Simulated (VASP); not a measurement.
Elastic constants (GPa) of a crystal from LDA (Ceperley-Alder, Perdew-Zunger), VASP's LDA PAW potentials (set 64) in VASP:

```csv
,xx,yy,zz,yz,xz,xy
xx,57.5,23.6,37.0,0.0,-7.1,0.0
yy,23.6,86.2,38.2,0.0,9.3,0.0
zz,37.0,38.2,69.5,0.0,-12.2,0.0
yz,0.0,0.0,0.0,33.6,0.0,6.6
xz,-7.1,9.3,-12.2,0.0,24.1,0.0
xy,0.0,0.0,0.0,6.6,0.0,11.7
```

Tensors are in the Cartesian frame of the cell as typed. Finite-difference elastic constants of metals are sensitive to mesh and smearing; shear constants can be off by tens of GPa.

Task: Work out the Voigt, Reuss and Hill moduli, Young's modulus and Poisson's ratio.

Result: All eigenvalues are positive (smallest 9.9 GPa), so the crystal is stable. K_V = (C11+C22+C33+2(C12+C13+C23))/9 = (213.2 + 2×98.8)/9 = 45.6 GPa; G_V = (213.2 − 98.8 + 3×69.4)/15 = 21.5 GPa. From the compliances, K_R = 43.2 GPa and G_R = 15.5 GPa. Hill: K = 44.4 GPa, G = 18.5 GPa, E = 9KG/(3K+G) = 48.8 GPa, ν = (3K−2G)/(2(3K+G)) = 0.317. K/G = 2.40, above Pugh's 1.75; universal anisotropy A^U = 1.98.

Task: With a density of 10.36 g/cm³, what are the mean sound speeds?

Result: v_l = √((K+4G/3)/ρ) = 2.58 km/s and v_t = √(G/ρ) = 1.34 km/s. The crystal is Bi (a7), trigonal.

The compound is Bi in the a7 structure. It was relaxed first, which changed the volume by -5 %.
